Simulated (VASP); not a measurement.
# HfRu3: equation of state with PBE

Crystal: HfRu3.

```
Hf Ru
1.0
     3.95577    0.00000    0.00000
     0.00000    3.95577    0.00000
     0.00000    0.00000    3.95577
Hf Ru
1 3
Cartesian
  0.0000 0.0000 0.0000
  0.0000 1.9779 1.9779
  1.9779 0.0000 1.9779
  1.9779 1.9779 0.0000
```

The cell comes from a database or a generator and needn't be the stable form of this composition.

```yaml
Program: VASP 6.6.1
Task: equation of state
Functional: PBE
Potentials_or_basis: VASP PAW PBE potentials, release 64 (Hf_pv, Ru_pv)
Cutoff: 520 eV
k_mesh: 7 × 7 × 7
Occupations: fermi-dirac, width 0.05 eV
Spin: no spin polarisation
Further_INCAR_settings: ALGO = Normal; EDIFF = 1e-07; NBANDS = 34
```

```yaml
Equilibrium_volume: 15.36 Å³/atom
Bulk_modulus: 234 GPa
Pressure_derivative_of_the_bulk_modulus: 4.5
```

Energy against volume, from the lowest point:
```tsv
volume (Å³/atom)	energy (meV/atom)
14.547	33.78
14.856	11.97
15.166	1.10
15.475	0.00
15.785	7.65
16.094	23.11
16.404	45.57
```

All runs of the series together: 3.3 min on 1 thread of Intel(R) Xeon(R) Platinum 8488C (Sapphire Rapids) (shared host).

The run has no spin-orbit coupling, so splittings on Hf are missing.
